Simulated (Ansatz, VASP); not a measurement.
# Cross-check of Al3Ge2As3 between VASP and Ansatz

One calculation is typed for both programs; each brings its own data sets. How far apart do they land? The cell is generated by rule, not measured, and may not be a known phase. The cell is taken from a series of runs on this material, whose earlier steps may have relaxed, scaled, displaced or heated it; both programs get it as it stands.

Program: Ansatz 0.2.0. Level of theory: plane waves, with VASP 6.6.1 beside it; relaxation of cell and atoms at LDA. Results are calculated unless marked as measured.

**1. The starting structure**

Symmetry: Pmm2, No. 25, orthorhombic system. The conventional cell has a = 4.002 Å, b = 4.002 Å, c = 11.320 Å, α = 90.00°, β = 90.00°, γ = 90.00°. Al has 2 Ge at 2.45 Å and 2 As at 2.45 Å nearest. Nearest to Al lie 4 As at 2.45 Å. Al has 4 As at 2.45 Å nearest. As has 4 Al at 2.45 Å nearest. Nearest to As lie 4 Al at 2.45 Å. Nearest to As lie 2 Al at 2.45 Å and 2 Ge at 2.45 Å. Farther neighbours are not listed.

**2. Ansatz: relaxation of cell and atoms, LDA, pair 1**

Ansatz runs on its default PAW (the set named soft_2) files.

The relaxed volume is the usual yardstick between codes: in a stiff, nearly cubic crystal its relative difference is about their pressure difference at one cell divided by the bulk modulus.

Contents of input.yaml:

```yaml
crystal:
  lattice:
    - [2.83, 2.83, 0.0]
    - [-2.83, 2.83, 0.0]
    - [0.0, 0.0, 11.32]
  atoms:
    - { symbol: Al, position: [0.0, 0.0, 0.0] }
    - { symbol: Al, position: [0.5, 0.5, 0.25] }
    - { symbol: Al, position: [0.0, 0.0, 0.5] }
    - { symbol: As, position: [0.5, 0.0, 0.125] }
    - { symbol: As, position: [1.0, 0.5, 0.375] }
    - { symbol: As, position: [0.5, 0.0, 0.625] }
    - { symbol: Ge, position: [0.5, 0.5, 0.75] }
    - { symbol: Ge, position: [1.0, 0.5, 0.875] }
kpoints:
  mp_grid: { grid: [6, 6, 2] }
hamiltonian:
  xc: lda
scf:
  occupations: { method: gaussian, width: 0.1 }
output:
  forces: true
  stress: true
  eigenvalues: true
relax:
  adjacent_minimum: "off"
  f_tol: 0.05
  max_steps: 80
  cell: { stress_tol: 0.5 }
```

Started as:

```sh
> ansatz run input.yaml --threads 8 --pin off --max-ram 14336MiB --backend cpu --events-out ev --progress --plain --runs-dir out
```

Numbers of over 12 decimals in the logs are rounded to 6 here.

The log of the run:

```text
The last accepted step is kept in <dir> (removed where the run ends without a failure and the disk answers)
Engine: ansatz 0.2.0, aarch64-unknown-linux-gnu
Pseudopotentials: kind: paw
Pseudopotential: Al, paw, valence charge 3, recommended cutoff 420 eV (normal), Al.paw.azcp
Pseudopotential: As, paw, valence charge 15, recommended cutoff 420 eV (normal), As.paw.azcp
Pseudopotential: Ge, paw, valence charge 14, recommended cutoff 420 eV (normal), Ge.paw.azcp
Functional definition: SPW92
  exchange = slater_x
  correlation = pw_c
Crystal: 8 atoms, lattice volume = 181.321 Å³
Basis set: ecut = 420 eV, 3549 PW (Γ)
Bands: 50, of which v1, the nominal top of the filled ones, is band 41 counted from 1 (40 counted from 0)
Symmetry: 4 space group operations
Space group: Pmm2 (ITA 25), of the structure as read, at distance tolerance 5.7e-5 Å
k-points: 32 of 72
Non-local potential: Al, projectors of the file, l = 0: 2, l = 1: 2, l = 2: 1
Non-local potential: As, projectors of the file, l = 0: 2, l = 1: 2, l = 2: 3, l = 3: 1
Non-local potential: Ge, projectors of the file, l = 0: 2, l = 1: 2, l = 2: 3, l = 3: 1
PAW form: soft (Blöchl's): semilocal exchange-correlation on the pseudo side does not see the compensation charge
PAW frozen core: Al, regenerated for the run's functional, and the local potential with it (the file was generated under x = pbe(κ = 0.804, μ = 0.219515), c = pbe(β = 0.066725))
PAW frozen core: As, regenerated for the run's functional, and the local potential with it (the file was generated under x = pbe(κ = 0.804, μ = 0.219515), c = pbe(β = 0.066725))
PAW frozen core: Ge, regenerated for the run's functional, and the local potential with it (the file was generated under x = pbe(κ = 0.804, μ = 0.219515), c = pbe(β = 0.066725))
PAW one-centre angular grid: Al, 110 points (default); XC on 64 Gauss nodes
PAW one-centre angular grid: As, 590 points (default); XC on 64 Gauss nodes
PAW one-centre angular grid: Ge, 590 points (default); XC on 64 Gauss nodes
Initial density: superposition of atomic densities (neutral atoms: chi_scale 0, normalization atom), corrected by the library's trained network
Initial wavefunctions: pseudopotential atomic-orbital guess
Functional: x = slater, c = lda
SCF iter   1: F=—  HF=-24293.176214 eV  |F-HF|=—  |Δ(HF+E_count)|=         —  Δρ=4.36e-3  dr2=5.30e-2  ethr=1.77e-3  ⟨swp⟩=6.6  Hψ=6261  notcnv=0
preconditioner: auto → LDOS  [insulator: Δε(μ)=0.125 eV  Ē_g=8.446 eV  σ=0.100 eV  W_gap=0.50  n_scr=48 (ndim 8)  ℏωp=15.6 eV  f_vac=0.014  D(μ)=1.11/eV (n_scr^D=2)  ε∞_Penn≈4.4  β→1.0]
SCF iter   2: F=—  HF=-24293.172603 eV  |F-HF|=—  |Δ(HF+E_count)|=   3.61e-3  Δρ=1.73e-3  dr2=5.33e-2  ethr=6.46e-5  ⟨swp⟩=2.5  Hψ=2870  notcnv=0  defer=77
preconditioner: auto → Kerker (q_TF=auto, 2.390 Å⁻¹)  [metal: Δε(μ)=0.076 eV  Ē_g=8.444 eV  σ=0.100 eV  W_gap=0.41  n_scr=48 (ndim 8)  ℏωp=15.6 eV  f_vac=0.010  D(μ)=1.53/eV (n_scr^D=4)  β→0.5]
SCF iter   3: F=—  HF=-24293.164444 eV  |F-HF|=—  |Δ(HF+E_count)|=   8.16e-3  Δρ=1.05e-3  dr2=3.57e-3  ethr=6.46e-5  ⟨swp⟩=1.9  Hψ=1715  notcnv=0  defer=77
SCF iter   4: F=—  HF=-24293.164072 eV  |F-HF|=—  |Δ(HF+E_count)|=   3.72e-4  Δρ=3.07e-4  dr2=2.97e-4  ethr=4.36e-6  ⟨swp⟩=2.0  Hψ=2816  notcnv=0  defer=77
SCF iter   5: F=—  HF=-24293.163880 eV  |F-HF|=—  |Δ(HF+E_count)|=   1.92e-4  Δρ=1.75e-4  dr2=1.54e-4  ethr=3.63e-7  ⟨swp⟩=2.0  Hψ=2632  notcnv=0  defer=77
SCF iter   6: F=—  HF=-24293.163868 eV  |F-HF|=—  |Δ(HF+E_count)|=   1.19e-5  Δρ=7.79e-5  dr2=2.38e-5  ethr=1.88e-7  ⟨swp⟩=2.0  Hψ=2800  notcnv=0  defer=77
SCF iter   7: F=—  HF=-24293.163856 eV  |F-HF|=—  |Δ(HF+E_count)|=   1.23e-5  Δρ=3.76e-5  dr2=6.54e-6  ethr=2.91e-8  ⟨swp⟩=2.0  Hψ=2897  notcnv=0  defer=6
SCF iter   8: F=—  HF=-24293.163854 eV  |F-HF|=—  |Δ(HF+E_count)|=   1.77e-6  Δρ=1.59e-5  dr2=2.31e-6  ethr=7.97e-9  ⟨swp⟩=2.0  Hψ=2572  notcnv=0  defer=6
SCF iter   9: F=—  HF=-24293.163854 eV  |F-HF|=—  |Δ(HF+E_count)|=   5.16e-7  Δρ=6.86e-6  dr2=5.87e-7  ethr=2.82e-9  ⟨swp⟩=2.0  Hψ=2334  notcnv=0  defer=6
SCF iter  10: F=-24293.163853 eV  HF=-24293.163854 eV  |F-HF|=8.05e-8  |Δ(HF+E_count)|=   9.08e-8  Δρ=2.41e-6  dr2=7.89e-8  ethr=1.22e-10  ⟨swp⟩=8.1  Hψ=7113  notcnv=0
SCF 1 converged in 10 iterations: F = -24293.163853 eV  dr2 = 7.89e-8
  greatest PAW one-centre occupation: 0.999 electrons in one spin orbital (limit 2), on the As atom at site 5 (counted from 0), in its partial waves of l = 2
relax step   1: F+E_penalty+E_count = -24293.16385345 eV  Δ(F+E_penalty+E_count) = +0.000e0 eV  max|allowed force component| = 7.887e-1 eV/Å  Δτ_max = 0.0000 Å  P = -0.508 GPa  Ω = 181.321 Å³  (10 SCF iters, dr2 threshold 1.00e-7 eV, accepted)
[...]
relax step   2: F+E_penalty+E_count = -24293.20307483 eV  Δ(F+E_penalty+E_count) = -3.922e-2 eV  max|allowed force component| = 6.632e-2 eV/Å  Δτ_max = 0.0592 Å  P = -0.106 GPa  Ω = 180.147 Å³  energy of the carried Pulay correction = +2.333e-4 eV  (6 SCF iters, dr2 threshold 8.00e-7 eV, accepted)
[...]
relax step   3: F+E_penalty+E_count = -24293.20365588 eV  Δ(F+E_penalty+E_count) = -5.810e-4 eV  max|allowed force component| = 7.938e-3 eV/Å  Δτ_max = 0.0066 Å  P = -0.001 GPa  Ω = 179.886 Å³  energy of the carried Pulay correction = +2.853e-4 eV  (4 SCF iters, dr2 threshold 2.75e-7 eV, accepted)
[...]
relax step   4: F+E_penalty+E_count = -24293.20337693 eV  Δ(F+E_penalty+E_count) = +2.789e-4 eV  max|allowed force component| = 7.982e-3 eV/Å  Δτ_max = 0.0000 Å  P = -0.002 GPa  Ω = 179.886 Å³  stress off target by 2.51e-2 GPa  SCF on the basis re-selected at this cell (its energy is not comparable with the rows above)  (4 SCF iters)
basis re-selected at this cell: Δ(F+E_penalty+E_count) = +2.789e-4 eV, ΔP = -0.001 GPa vs the last step (what re-selecting the basis moved, of the pressure what is left beyond the Pulay correction that the steps carried, after the strain that the cell walked since its last selection, with what the two solves' SCF thresholds leave and, on support functions, any second-order correction that the steps lacked; it is no measure of the basis error at this ecutwfc). The dense FFT grid was sized anew with the basis: this SCF ran on 27×27×75 points, the steps before it on 27×27×80, so part of this shift can come from that change (see relax.cell in the input reference). [rest of the remark cut]
SCF converged after 4 iterations
Free energy (F): -24293.203377 eV
Harris-Foulkes:  -24293.203377 eV  (|F-HF|=6.34e-9)
Internal energy: -24293.200225 eV  (E = F + TS)
E sigma→0 (E₀):  -24293.201801 eV
Entropy (-TS):   -0.003152 eV (-0.394 meV/atom)
Fermi energy:    7.244440 eV
--- Per-component energies (eV) ---
  E_band       = -1134.162108
  E_kinetic    = 606.893586
  E_local      = -12114.831750  (includes V_loc(G=0)·N_el)
  E_nonlocal   = -1118.782430
  E_hartree    = 5958.866787
  E_xc         = -506.142417
  E_vxc        = -458.047053  (∫ρ·V_xc dr)
  E_paw        = -10474.800901  (= ΣΔE_a)
  E_vpaw       = 32.872342  (= ΣTr[D̂ρ^β])
  E_aug_tail   = 0.000620  (compensation charges beyond the density's cutoff)
  E_ewald      = -6654.613214
  E_core_change = 10.209492  (= ΣΔE_core)
  E_smearing   = -0.003152  (= −TS)
  E_closure    = 0.000000  (closes the sum)
  Σ components = -24293.203377   (vs F -24293.203377, Δ=0.00e0)
--- Forces (eV/Å), atoms counted from 1 ---
  atom   1  Al     0.00000000     0.00000000     0.00193409
  atom   2  Al     0.00000000     0.00000000     0.00349628
  atom   3  Al    -0.00000000    -0.00000000    -0.00413966
  atom   4  As     0.00000000     0.00000000     0.00161758
  atom   5  As    -0.00000000    -0.00000000    -0.00385606
  atom   6  As    -0.00000000    -0.00000000    -0.00073246
  atom   7  Ge    -0.00000000    -0.00000000    -0.00629121
  atom   8  Ge     0.00000000     0.00000000     0.00798331
  max |Σ_I F_I| component: 1.19e-5 eV/Å
--- Stress (GPa, compression-positive) ---
       -0.002942       0.022147       0.000000
        0.022147      -0.002942       0.000000
        0.000000       0.000000      -0.001297
  P = ⅓ Tr σ = -0.0024 GPa (-0.024 kbar)
--- Band table (eV; the first three rows and the last of 32) ---
  k-point 0: bands = [... 37 lower, 5.4252, 6.6553, 6.7606, 7.1993, 7.4138, 7.9308, 8.6699, 8.7436, ... 5 higher]
  k-point 1: bands = [... 37 lower, 5.7414, 5.9901, 6.3621, 6.9326, 7.7781, 7.9085, 8.7126, 9.0747, ... 5 higher]
  k-point 2: bands = [... 37 lower, 5.5201, 5.8366, 6.0959, 6.6605, 8.2198, 8.7635, 9.2987, 9.6776, ... 5 higher]
  k-point 31: bands = [... 37 lower, 3.8854, 4.0711, 4.4559, 4.5317, 8.5848, 8.8345, 9.0962, 9.1703, ... 5 higher]
--- Relaxed structure (3 steps of the walk, 3 accepted, 1 SCFs on fresh bases) ---
  F+E_penalty+E_count = -24293.20337693 eV   max|allowed force component| = 7.982e-3 eV/Å   (the final SCF, on the basis selected at the relaxed cell)
  cell:  # Å, volume = 179.8862 Å³
    - [2.822592, 2.822592, 0]
    - [-2.842127, 2.842127, 0]
    - [0, 0, 11.211826]
  atoms:
    - { symbol: Al, position: [0, 0, -0.00174773] }
    - { symbol: Al, position: [0.500000, 0.500000, 0.248346] }
    - { symbol: Al, position: [0, 0, 0.497781] }
    - { symbol: As, position: [0.500000, 0, 0.125637] }
    - { symbol: As, position: [1.000000, 0.5, 0.375258] }
    - { symbol: As, position: [0.500000, 0, 0.623214] }
    - { symbol: Ge, position: [0.500000, 0.500000, 0.755056] }
    - { symbol: Ge, position: [1.000000, 0.5, 0.876455] }
```

[end of part 1 of 3]

[Lines on the potential files, build, host, timing and source positions are cut from VASP's logs without a mark.]

[Logs are printed without paths, hosts, clocks, repeated set-up lines and the standing remarks that a program may print on its own settings, such as how far it seeks lower states.]

[Hosts, paths, dates, database ids (printed as entryN), source tags and the programs' standing remarks are cut or masked in the printed files.]
